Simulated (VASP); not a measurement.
Consider the following.

```
Li
1.0
   -1.76464     1.71324     1.76464
    1.76464    -1.71324     1.76464
    1.76464     1.71324    -1.76464
Li
1
Direct
  0.00000   0.00000   0.00000
```

Method: PBEsol GGA, VASP's PBE PAW potentials (set 64) (plane waves; VASP). Settings: 600 eV cut-off, 14×14×14 Γ-centred mesh, first-order Methfessel-Paxton smearing of 0.10 eV, potentials Li_sv.

Task: What does the run give for the energy per atom (σ→0), band gap (on the k-mesh) with the smallest direct gap where there is one?

Result: 
```yaml
band gap (on the k-mesh): none (metal, semimetal or under 0.01 eV)
energy per atom (σ→0): -1.963 eV/atom
```

The absolute energy has meaning only against runs of the same code, potentials and settings.

The compound is Li in the bcc structure. This cell was strained or had an atom moved on purpose.
